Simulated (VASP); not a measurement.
Given:

```
CELL_PARAMETERS angstrom
      0.00000     2.28887     2.28887
      2.28887     0.00000     2.28887
      2.28887     2.28887     0.00000
ATOMIC_POSITIONS crystal
  B  0.00000 0.00000 0.00000
  P  0.25000 0.25000 0.25000
```

All values below come from LDA (Ceperley-Alder, Perdew-Zunger), VASP's LDA PAW potentials (set 64) (plane waves; VASP). Settings: 520 eV cut-off, 10×10×10 Γ-centred mesh, Gaussian smearing of 0.050 eV, potentials B P.

Question: Give the stress tensor in GPa (positive for a compressed cell).

Answer: 
```
-9.18   0.00   0.00
 0.00  -9.18   0.00
 0.00   0.00  -9.18
```
The pressure is its mean diagonal, -9.18 GPa.

The compound is BP in the zinc blende structure. This cell is one point of a volume scan, at 1.06 of the reference volume.
